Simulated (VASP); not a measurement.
A convergence study with VASP on Ge (diamond): one setting is varied, all else stays as given below, so the limit is that of these other settings. Each run relaxes cell and ions from the cell shown.

```
CELL_PARAMETERS angstrom
      0.00000     2.82900     2.82900
      2.82900     0.00000     2.82900
      2.82900     2.82900     0.00000
ATOMIC_POSITIONS crystal
  Ge 0.00000 0.00000 0.00000
  Ge 0.25000 0.25000 0.25000
```

Level of theory: LDA (Ceperley-Alder, Perdew-Zunger), VASP's LDA PAW potentials (set 64) (plane waves; VASP). The tightest run used: 550 eV cut-off, 12×12×12 Γ-centred mesh, Gaussian smearing of 0.050 eV, potentials Ge_d.

Problem. The settings run are 2×2×2 mesh; 3×3×3 mesh; 4×4×4 mesh; 5×5×5 mesh; 6×6×6 mesh; 7×7×7 mesh; 8×8×8 mesh; 9×9×9 mesh; 10×10×10 mesh; 11×11×11 mesh; 12×12×12 mesh. From which on does the relaxed volume stay within 0.02 Å³/atom of the tightest run?

Solution. From 6×6×6 mesh on: it is off by 0.008 there and by no more than 0.02 in any finer run, while 5×5×5 mesh is off by 0.080.
| setting | relaxed volume (Å³/atom) | E (eV/atom) | irreducible k-points | difference judged (Å³/atom) |
|---|---|---|---|---|
| 2×2×2 mesh | 28.540 | -3.9502 | 3 | 6.276 |
| 3×3×3 mesh | 23.218 | -4.8005 | 4 | 0.954 |
| 4×4×4 mesh | 22.562 | -5.0592 | 8 | 0.298 |
| 5×5×5 mesh | 22.344 | -5.1417 | 10 | 0.080 |
| 6×6×6 mesh | 22.273 | -5.1720 | 16 | 0.008 |
| 7×7×7 mesh | 22.259 | -5.1845 | 20 | 0.005 |
| 8×8×8 mesh | 22.258 | -5.1902 | 29 | 0.006 |
| 9×9×9 mesh | 22.260 | -5.1929 | 35 | 0.005 |
| 10×10×10 mesh | 22.261 | -5.1944 | 47 | 0.003 |
| 11×11×11 mesh | 22.263 | -5.1951 | 56 | 0.002 |
| 12×12×12 mesh | 22.264 | -5.1956 | 72 | 0.000 |

Left out are rungs that failed or repeat a setting and relaxations that didn't move; long series are thinned to 24 rows.

The compound is Ge in the diamond structure.
